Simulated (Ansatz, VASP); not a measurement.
# Ta2C: VASP beside Ansatz, part 2 of 2

Aim: how closely do two programs agree when they are given the same cell, functional and k mesh? The cell is taken from a series of runs on this material, whose earlier steps may have relaxed, scaled, displaced or heated it; both programs get it as it stands.

VASP 6.6.1 and Ansatz 0.2.0.

So far: The starting structure; Ansatz: zone-centre phonons, LDA.

## (3) VASP: zone-centre phonons, LDA

Level of this step: LDA; plane waves and PAW (C, Ta_pv) (VASP).

The same cell, functional (in two slightly different forms), mesh and smearing now go to VASP, with its own data sets.

Lines of VASP's logs that name or quote its potential files are left out, and so is its time.

File INCAR:

```
SYSTEM = Ta2C
PREC = Accurate
ENCUT = 600
EDIFF = 1E-08
NELM = 120
ISMEAR = 1
SIGMA = 0.15
LREAL = .FALSE.
ALGO = Normal
GGA = PW92
NBANDS = 19
LASPH = .TRUE.
LORBIT = 11
LWAVE = .FALSE.
LCHARG = .FALSE.
ISIF = 2
IBRION = 8
GGA_COMPAT = .FALSE.
NELMDL = -8
KPAR = 2
```

File POSCAR:

```
Ta2C
1.0
    3.0382161745      0.0000000000      0.0000000000
   -1.5191080873      2.6311723893      0.0000000000
    0.0000000000      0.0000000000     28.6000000000
C Ta
1 2
Direct
    0.0000000000      0.0000000000      0.3496503497
    0.3333333333      0.6666666667      0.3915034032
    0.6666666667      0.3333333333      0.3077972962
```

File KPOINTS:

```
Automatic mesh
0
Gamma
18 18 1
0 0 0
```

Potentials, in the order of the species: C and Ta_pv (LDA family, release 64).

Run with:

```console
> mpirun -np 2 vasp_std
```

Numbers of over 12 decimals in the logs are rounded to 6 here.

Log:

```text
[banner, memory and clock lines left out]
running    2 mpi-ranks, on    1 nodes
 distrk:  each k-point on    1 cores,    2 groups
 distr:  one band on    1 cores,    1 groups

 POSCAR found type information on POSCAR C Ta
 POSCAR found :  2 types and       3 ions
|                                                                             |
|               ----> ADVICE to this user running VASP <----                  |
|                                                                             |
|     You enforced a specific xc type in the INCAR file but a different       |
|     [... a line on the potential file left out ...]
|     I HOPE YOU KNOW WHAT YOU ARE DOING!                                     |
|                                                                             |

 LDA part: xc-table for (Slater(with rela. corr.)+PW92), standard interpolation
 POSCAR, INCAR and KPOINTS ok, starting setup
 FFT: planning ... GRIDC
 FFT: planning ... GRID_SOFT
 FFT: planning ... GRID
 WAVECAR not read
 entering main loop
       N       E                     dE             d eps       ncg     rms          rms(c)
DAV:   1     0.178453092756E+03    0.17845E+03   -0.14184E+04  1742   0.118E+03
DAV:   2    -0.271800509730E+02   -0.20563E+03   -0.20322E+03  1988   0.267E+02
DAV:   3    -0.398871092915E+02   -0.12707E+02   -0.12540E+02  1954   0.617E+01
DAV:   4    -0.401719216941E+02   -0.28481E+00   -0.27856E+00  1929   0.847E+00
DAV:   5    -0.401771755228E+02   -0.52538E-02   -0.52350E-02  1925   0.111E+00
DAV:   6    -0.401773156609E+02   -0.14014E-03   -0.13993E-03  1945   0.169E-01
DAV:   7    -0.401773213316E+02   -0.56706E-05   -0.56687E-05  1928   0.315E-02
DAV:   8    -0.401773216225E+02   -0.29099E-06   -0.29110E-06  1945   0.662E-03    0.293E+01
DAV:   9    -0.348457692114E+02    0.53316E+01   -0.33165E+01  1692   0.313E+01    0.115E+01
DAV:  10    -0.346239688420E+02    0.22180E+00   -0.17743E+00  1606   0.808E+00    0.426E+00
DAV:  11    -0.345789962114E+02    0.44973E-01   -0.16083E-01  1706   0.247E+00    0.351E-01
DAV:  12    -0.345759409451E+02    0.30553E-02   -0.20657E-02  1879   0.756E-01    0.183E-01
DAV:  13    -0.345755906465E+02    0.35030E-03   -0.34993E-03  1881   0.432E-01    0.641E-02
DAV:  14    -0.345756705444E+02   -0.79898E-04   -0.42211E-04  1810   0.124E-01    0.330E-02
[...]
DAV:  21    -0.345769494953E+02   -0.12001E-04   -0.97829E-07  1675   0.248E-03    0.718E-04
DAV:  22    -0.345769632461E+02   -0.13751E-04   -0.62177E-07  1505   0.200E-03    0.778E-04
DAV:  23    -0.345769663135E+02   -0.30674E-05   -0.97527E-08  1397   0.948E-04    0.138E-04
DAV:  24    -0.345769681633E+02   -0.18498E-05   -0.41679E-08  1306   0.419E-04    0.138E-04
DAV:  25    -0.345769686607E+02   -0.49744E-06   -0.13374E-08  1379   0.222E-04    0.516E-05
DAV:  26    -0.345769687915E+02   -0.13080E-06   -0.32970E-09  1241   0.186E-04    0.277E-05
DAV:  27    -0.345769688055E+02   -0.14027E-07   -0.32842E-10  1020   0.107E-04    0.109E-05
DAV:  28    -0.345769688055E+02    0.58208E-10    0.92657E-11   883   0.361E-05
   1 F= -.34576969E+02 E0= -.34577492E+02  d E =0.156971E-02
 Linear response reoptimize wavefunctions to high precision
DAV:   1    -0.345769688048E+02    0.63665E-09    0.11428E-10  1077   0.216E-05
DAV:   2    -0.345769688048E+02    0.54570E-11    0.15166E-10   811   0.793E-06
 Linear response DOF=           4
 Linear response progress:
  Degree of freedom:   1/  4
       N       E                     dE             d eps       ncg     rms          rms(c)
RMM:   1    -0.121326158854E+00   -0.12133E+00    0.87044E-02  7350   0.210E+00
RMM:   2    -0.118742326638E+00    0.25838E-02   -0.95198E-03  5579   0.492E-01    0.252E-01
RMM:   3    -0.118877973001E+00   -0.13565E-03   -0.18065E-03  5642   0.221E-01    0.132E-01
RMM:   4    -0.119812956694E+00   -0.93498E-03   -0.11405E-03  5758   0.160E-01    0.230E-02
RMM:   5    -0.119690232176E+00    0.12272E-03   -0.69077E-05  5751   0.444E-02    0.666E-03
RMM:   6    -0.119688897245E+00    0.13349E-05   -0.10347E-05  6550   0.143E-02    0.193E-03
RMM:   7    -0.119675867856E+00    0.13029E-04   -0.10043E-06  6187   0.436E-03    0.530E-04
RMM:   8    -0.119676643829E+00   -0.77597E-06   -0.85258E-08  6677   0.147E-03    0.352E-04
RMM:   9    -0.119678389204E+00   -0.17454E-05   -0.55118E-08  6003   0.598E-04    0.130E-04
RMM:  10    -0.119678804062E+00   -0.41486E-06   -0.23910E-08  6321   0.226E-04    0.631E-05
RMM:  11    -0.119679112242E+00   -0.30818E-06   -0.10389E-08  6485   0.962E-05    0.166E-05
RMM:  12    -0.119679180538E+00   -0.68296E-07   -0.13252E-09  6874   0.396E-05    0.481E-06
RMM:  13    -0.119679187114E+00   -0.65766E-08    0.10005E-09  6845   0.214E-05    0.199E-06
 first order change of Fermi-energy  -0.32123E-02
 force on displaced ion       1 direction 1 : -20.606   0.000   0.000
 Linear response progress:
  Degree of freedom:   2/  4
       N       E                     dE             d eps       ncg     rms          rms(c)
RMM:   1    -0.143801511613E+00   -0.14380E+00    0.13782E-01  3185   0.222E+00
RMM:   2    -0.142246291315E+00    0.15552E-02   -0.96477E-03  2296   0.575E-01    0.470E-01
RMM:   3    -0.144591902369E+00   -0.23456E-02   -0.52761E-03  2410   0.336E-01    0.370E-01
RMM:   4    -0.145139929290E+00   -0.54803E-03   -0.56804E-03  2598   0.285E-01    0.298E-01
RMM:   5    -0.143072205519E+00    0.20677E-02   -0.17293E-03  2284   0.181E-01    0.197E-02
RMM:   6    -0.142878785826E+00    0.19342E-03   -0.10893E-04  2393   0.524E-02    0.927E-03
RMM:   7    -0.142849023663E+00    0.29762E-04   -0.11458E-05  2620   0.166E-02    0.202E-03
RMM:   8    -0.142841435772E+00    0.75879E-05   -0.86520E-07  2577   0.491E-03    0.813E-04
RMM:   9    -0.142838845848E+00    0.25899E-05   -0.21664E-07  2625   0.166E-03    0.277E-04
RMM:  10    -0.142839357824E+00   -0.51198E-06    0.11019E-08  2534   0.524E-04    0.993E-05
RMM:  11    -0.142839095381E+00    0.26244E-06    0.46391E-08  2512   0.215E-04    0.498E-05
RMM:  12    -0.142838946836E+00    0.14855E-06    0.20508E-09  2486   0.139E-04    0.275E-05
RMM:  13    -0.142839107644E+00   -0.16081E-06    0.39708E-08  2463   0.135E-04    0.203E-05
RMM:  14    -0.142839130591E+00   -0.22946E-07    0.45888E-08  2430   0.599E-05    0.977E-06
RMM:  15    -0.142839071160E+00    0.59431E-07    0.55551E-09  2563   0.383E-05    0.488E-06
RMM:  16    -0.142839090951E+00   -0.19791E-07    0.96454E-09  2704   0.333E-05    0.238E-06
RMM:  17    -0.142839092312E+00   -0.13607E-08    0.18313E-08  2491   0.275E-05    0.163E-06
 first order change of Fermi-energy  -0.36616E-02
 force on displaced ion       1 direction 3 :  -0.000  -0.000 -17.196
 Linear response progress:
  Degree of freedom:   3/  4
       N       E                     dE             d eps       ncg     rms          rms(c)
RMM:   1    -0.128517563076E+00   -0.12852E+00    0.12564E+01  6243   0.253E+01
RMM:   2    -0.159370141929E+00   -0.30853E-01   -0.43040E-02  9857   0.162E+00    0.204E-01
RMM:   3    -0.158518556359E+00    0.85159E-03   -0.57888E-03 10843   0.392E-01    0.108E-01
RMM:   4    -0.157794354854E+00    0.72420E-03   -0.64444E-04 12434   0.158E-01    0.439E-02
RMM:   5    -0.157691127381E+00    0.10323E-03   -0.12618E-04 12509   0.534E-02    0.394E-02
RMM:   6    -0.157584211653E+00    0.10692E-03   -0.95623E-05 11617   0.374E-02    0.151E-02
RMM:   7    -0.157548619421E+00    0.35592E-04   -0.52818E-05 11353   0.162E-02    0.204E-03
RMM:   8    -0.157551608620E+00   -0.29892E-05   -0.36382E-05 13280   0.617E-03    0.144E-03
RMM:   9    -0.157552754026E+00   -0.11454E-05   -0.25900E-05 12436   0.243E-03    0.493E-04
RMM:  10    -0.157552611861E+00    0.14216E-06   -0.16135E-05 13303   0.117E-03    0.335E-04
RMM:  11    -0.157553010325E+00   -0.39846E-06   -0.10747E-05 13469   0.614E-04    0.118E-04
RMM:  12    -0.157553130503E+00   -0.12018E-06   -0.61630E-06 13478   0.351E-04    0.266E-05
RMM:  13    -0.157553150487E+00   -0.19984E-07   -0.40530E-06 12796   0.232E-04    0.181E-05
RMM:  14    -0.157553197149E+00   -0.46662E-07   -0.24330E-06 12174   0.163E-04    0.350E-06
RMM:  15    -0.157553209789E+00   -0.12640E-07   -0.17753E-06 13587   0.119E-04    0.644E-06
RMM:  16    -0.157553229087E+00   -0.19298E-07   -0.98753E-07 12298   0.916E-05    0.191E-06
RMM:  17    -0.157553235666E+00   -0.65798E-08   -0.72414E-07 12171   0.726E-05    0.190E-06
RMM:  18    -0.157553239071E+00   -0.34044E-08   -0.42911E-07  9184   0.595E-05    0.196E-06
RMM:  19    -0.157553248775E+00   -0.97040E-08   -0.31983E-07 11100   0.515E-05    0.564E-07
RMM:  20    -0.157553242668E+00    0.61069E-08   -0.19017E-07  7601   0.449E-05    0.290E-06
RMM:  21    -0.157553262546E+00   -0.19878E-07   -0.15709E-07 11683   0.420E-05    0.260E-06
RMM:  22    -0.157553255114E+00    0.74317E-08   -0.97004E-08  7399   0.379E-05    0.160E-07
 first order change of Fermi-energy  -0.51883E-04
 force on displaced ion       2 direction 1 : -10.788   0.001   0.009
 Linear response progress:
  Degree of freedom:   4/  4
       N       E                     dE             d eps       ncg     rms          rms(c)
RMM:   1    -0.240043987377E+00   -0.24004E+00    0.11431E+01  1413   0.248E+01
RMM:   2    -0.275382265236E+00   -0.35338E-01   -0.52570E-02  2210   0.174E+00    0.414E-01
RMM:   3    -0.275816779663E+00   -0.43451E-03   -0.42432E-03  2354   0.326E-01    0.266E-01
RMM:   4    -0.280831758529E+00   -0.50150E-02   -0.62946E-03  2750   0.323E-01    0.342E-01
RMM:   5    -0.275279722517E+00    0.55520E-02   -0.27958E-03  2555   0.202E-01    0.371E-02
RMM:   6    -0.275031313614E+00    0.24841E-03   -0.25043E-04  2665   0.720E-02    0.122E-02
RMM:   7    -0.275035265509E+00   -0.39519E-05   -0.19798E-05  2607   0.216E-02    0.600E-03
RMM:   8    -0.275046864070E+00   -0.11599E-04    0.97692E-06  2532   0.112E-02    0.189E-03
RMM:   9    -0.275049874285E+00   -0.30102E-05   -0.43678E-06  2930   0.413E-03    0.102E-03
RMM:  10    -0.275051300670E+00   -0.14264E-05   -0.11120E-06  2644   0.163E-03    0.364E-04
RMM:  11    -0.275052918159E+00   -0.16175E-05   -0.10629E-05  2739   0.948E-04    0.182E-04
RMM:  12    -0.275053222980E+00   -0.30482E-06   -0.22331E-06  2595   0.642E-04    0.127E-04
RMM:  13    -0.275054836804E+00   -0.16138E-05   -0.10678E-06  2593   0.478E-04    0.695E-05
RMM:  14    -0.275055378053E+00   -0.54125E-06   -0.76190E-07  2678   0.259E-04    0.300E-05
[...]
RMM:  19    -0.275055772462E+00   -0.27522E-07   -0.46711E-07  2814   0.559E-05    0.274E-06
RMM:  20    -0.275055781069E+00   -0.86068E-08   -0.34772E-07  2624   0.365E-05    0.132E-06
RMM:  21    -0.275055791081E+00   -0.10012E-07   -0.28044E-07  2642   0.302E-05    0.718E-07
RMM:  22    -0.275055790623E+00    0.45735E-09   -0.21771E-07  2446   0.241E-05    0.464E-07
RMM:  23    -0.275055792292E+00   -0.16685E-08   -0.17972E-07  2306   0.222E-05    0.308E-07
RMM:  24    -0.275055794062E+00   -0.17697E-08   -0.14288E-07  2136   0.206E-05    0.188E-07
RMM:  25    -0.275055794333E+00   -0.27148E-09   -0.11137E-07  1666   0.193E-05    0.143E-07
RMM:  26    -0.275055794772E+00   -0.43934E-09   -0.95125E-08  1591   0.187E-05    0.924E-08
 first order change of Fermi-energy   0.64188E-01
 force on displaced ion       2 direction 3 :  -0.000   0.000 -18.582
 Linear response finished
```

Parts of OUTCAR (step 3):

```text
ion  position               nearest neighbor table
   1  0.000  0.000  0.350-   2 2.12   3 2.12   3 2.12   2 2.12   3 2.12   2 2.12
   2  0.333  0.667  0.392-   1 2.12   1 2.12   1 2.12   3 2.97   3 2.97   3 2.97
   3  0.667  0.333  0.308-   1 2.12   1 2.12   1 2.12   2 2.97   2 2.97   2 2.97

  LATTYP: Found a hexagonal cell.
 ALAT       =     3.0382161745
 C/A-ratio  =     9.4134183868

 Subroutine GETGRP returns: Found 12 space group operations
 (whereof  6 operations were pure point group operations)

The static configuration has the point symmetry C_3v.
 The point group associated with its full space group is D_3d.

 Found     37 irreducible k-points:

   k-points           NKPTS =     37   k-points in BZ     NKDIM =     37   number of bands    NBANDS=     19

   dimension x,y,z NGX =    24 NGY =   24 NGZ =  240
   dimension x,y,z NGXF=    48 NGYF=   48 NGZF=  480

   ENCUT  =  600.0 eV  44.10 Ry    6.64 a.u.   6.07  6.07 57.12*2*pi/ulx,y,z

   NELECT =      26.0000    total number of electrons

 k-points in reciprocal lattice and weights: Automatic mesh
   0.00000000  0.00000000  0.00000000       0.003
   0.05555556  0.00000000  0.00000000       0.019
   0.11111111  0.00000000  0.00000000       0.019
   0.16666667 -0.00000000  0.00000000       0.019
   0.22222222  0.00000000  0.00000000       0.019
   0.27777778  0.00000000  0.00000000       0.019
   0.33333333  0.00000000  0.00000000       0.019
   0.38888889  0.00000000  0.00000000       0.019
   0.44444444  0.00000000  0.00000000       0.019
[...]
0.33333333  0.27777778  0.00000000       0.037
   0.33333333  0.33333333  0.00000000       0.006

 average (electrostatic) potential at core
       1 -62.1649       2 -46.0795       3 -46.0795

  Total        0.2814212      0.2814212      0.1481213     -0.0000000      0.0000000     -0.0000000
  in kB        1.9721201      1.9721201      1.0379922     -0.0000000      0.0000000     -0.0000000
  external PRESSURE =       1.6607441 kB  Pullay stress =       0.0000000 kB

  energy-cutoff  :      600.00
  volume of cell :      228.63
      direct lattice vectors                 reciprocal lattice vectors
     3.038216175  0.000000000  0.000000000     0.329140503  0.190029358  0.000000000
    -1.519108087  2.631172389  0.000000000     0.000000000  0.380058716  0.000000000
     0.000000000  0.000000000 28.600000000     0.000000000  0.000000000  0.034965035

 POSITION                                       TOTAL-FORCE (eV/Angst)
 -----------------------------------------------------------------------------------
      0.00000      0.00000     10.00000         0.000000     -0.000000     -0.000000
     -0.00000      1.75411     11.19700         0.000000     -0.000000      0.072885
      1.51911      0.87706      8.80300        -0.000000      0.000000     -0.072885
 -----------------------------------------------------------------------------------
    total drift:                               -0.000000     -0.000000     -0.000006

 Eigenvectors and eigenvalues of the dynamical matrix
 ----------------------------------------------------

   1 f  =   20.814035 THz   130.778439 2PiTHz  694.281477 cm-1    86.079894 meV
             X         Y         Z           dx          dy          dz
      0.000000  0.000000 10.000000    -0.734474    0.654524   -0.000000
     -0.000000  1.754115 11.196997     0.094650   -0.084347   -0.000000
      1.519108  0.877057  8.803003     0.094650   -0.084347   -0.000000

   2 f  =   20.814035 THz   130.778439 2PiTHz  694.281477 cm-1    86.079894 meV
             X         Y         Z           dx          dy          dz
      0.000000  0.000000 10.000000    -0.654524   -0.734474    0.000000
     -0.000000  1.754115 11.196997     0.084347    0.094650   -0.000000
      1.519108  0.877057  8.803003     0.084347    0.094650    0.000000

   3 f  =   19.013824 THz   119.467382 2PiTHz  634.232911 cm-1    78.634824 meV
             X         Y         Z           dx          dy          dz
      0.000000  0.000000 10.000000     0.000000   -0.000000    0.983795
     -0.000000  1.754115 11.196997    -0.000000   -0.000000   -0.126783
      1.519108  0.877057  8.803003    -0.000000   -0.000000   -0.126783

   4 f  =    6.210809 THz    39.023664 2PiTHz  207.170292 cm-1    25.685831 meV
             X         Y         Z           dx          dy          dz
      0.000000  0.000000 10.000000     0.000000   -0.000000   -0.000000
     -0.000000  1.754115 11.196997    -0.000000   -0.000000   -0.707107
      1.519108  0.877057  8.803003    -0.000000   -0.000000    0.707107

   5 f  =    3.900662 THz    24.508581 2PiTHz  130.112073 cm-1    16.131834 meV
             X         Y         Z           dx          dy          dz
      0.000000  0.000000 10.000000     0.000000    0.000000    0.000000
     -0.000000  1.754115 11.196997     0.527927   -0.470418    0.000000
      1.519108  0.877057  8.803003    -0.527927    0.470418    0.000000

   6 f  =    3.900662 THz    24.508581 2PiTHz  130.112073 cm-1    16.131834 meV
             X         Y         Z           dx          dy          dz
      0.000000  0.000000 10.000000    -0.000000    0.000000    0.000000
     -0.000000  1.754115 11.196997    -0.470418   -0.527927    0.000000
      1.519108  0.877057  8.803003     0.470418    0.527927    0.000000

   7 f/i=    0.001334 THz     0.008381 2PiTHz    0.044495 cm-1     0.005517 meV
             X         Y         Z           dx          dy          dz
      0.000000  0.000000 10.000000    -0.000000   -0.000000   -0.179298
     -0.000000  1.754115 11.196997    -0.000000   -0.000000   -0.695648
      1.519108  0.877057  8.803003    -0.000000   -0.000000   -0.695648

   8 f/i=    0.001365 THz     0.008574 2PiTHz    0.045517 cm-1     0.005643 meV
             X         Y         Z           dx          dy          dz
      0.000000  0.000000 10.000000     0.002511   -0.179276    0.000000
     -0.000000  1.754115 11.196997     0.009744   -0.695580    0.000000
      1.519108  0.877057  8.803003     0.009744   -0.695580    0.000000

   9 f/i=    0.001365 THz     0.008574 2PiTHz    0.045517 cm-1     0.005643 meV
             X         Y         Z           dx          dy          dz
      0.000000  0.000000 10.000000    -0.179276   -0.002511    0.000000
     -0.000000  1.754115 11.196997    -0.695580   -0.009744    0.000000
      1.519108  0.877057  8.803003    -0.695580   -0.009744    0.000000

 ELASTIC MODULI CONTR FROM IONIC RELAXATION (kBar)
 Direction    XX          YY          ZZ          XY          YZ          ZX
 --------------------------------------------------------------------------------
 XX        -148.0013    -82.1184   -256.4992      0.0000     74.1307     -0.0000
 YY         -82.1184   -148.0013   -256.4992      0.0000    -74.1307      0.0000
 ZZ        -256.4992   -256.4992   -571.8055      0.0000     -0.0000     -0.0000
 XY           0.0000      0.0000      0.0000    -32.9415      0.0000     78.4241
 YZ          74.1307    -74.1307     -0.0000      0.0000   -166.8220      0.0000
 ZX          -0.0000      0.0000     -0.0000     78.4241      0.0000   -186.7050
 --------------------------------------------------------------------------------
```

## (4) Side by side

Known differences besides the potentials themselves: Ansatz cuts the interaction across the vacuum, VASP repeats the sheet without a dipole correction; the data sets hold 30 valence electrons in Ansatz (on its default PAW (the set named soft_2) files) and 26 in VASP; the cutoff is 420 eV in Ansatz and 600 eV in VASP; VASP's log shows a relativistic correction to its local exchange, Ansatz's none. Total energies have different zeros and are not compared.

The two programs side by side:

```
                  quantity  Ansatz   VASP  difference
optical mode 1 to 2 (cm⁻¹)   129.0  130.1     -0.83 %
     optical mode 3 (cm⁻¹)   206.4  207.2     -0.36 %
     optical mode 4 (cm⁻¹)   628.6  634.2     -0.89 %
optical mode 5 to 6 (cm⁻¹)   692.2  694.3     -0.30 %
```

Modes are paired by rising frequency, not by their patterns, so a pair may set unlike modes beside each other; they are those without the splitting of longitudinal modes. Where the cell holds vacuum, a pressure given here is an average over it and none of the material.

## (5) Outcome

```json
{
 "r.m.s. difference of the optical zone-centre modes, each program's sorted by frequency (zone-centre phonons, LDA)": "2.7 cm⁻¹",
 "difference in optical mode 4 (zone-centre phonons, LDA)": "-0.9 %"
}
```

In words: The r.m.s. difference of the optical zone-centre modes, each program's sorted by frequency is 2.7 cm⁻¹ (zone-centre phonons, LDA). The data sets hold unlike numbers of valence electrons (30 in Ansatz and 26 in VASP), so part of the differences may come from the potentials. Among the rows given in per cent, the largest difference of the zone-centre phonons, LDA pair is in optical mode 4, -0.9 %. How closely two codes agree says nothing of how well the functional describes the real material.

[Lines on the potential files, build, host, timing and source positions are cut from VASP's logs without a mark.]

[Logs are printed without paths, hosts, clocks, repeated set-up lines and the standing remarks that a program may print on its own settings, such as how far it seeks lower states.]

[Hosts, paths, dates, database ids (printed as entryN), source tags and the programs' standing remarks are cut or masked in the printed files.]
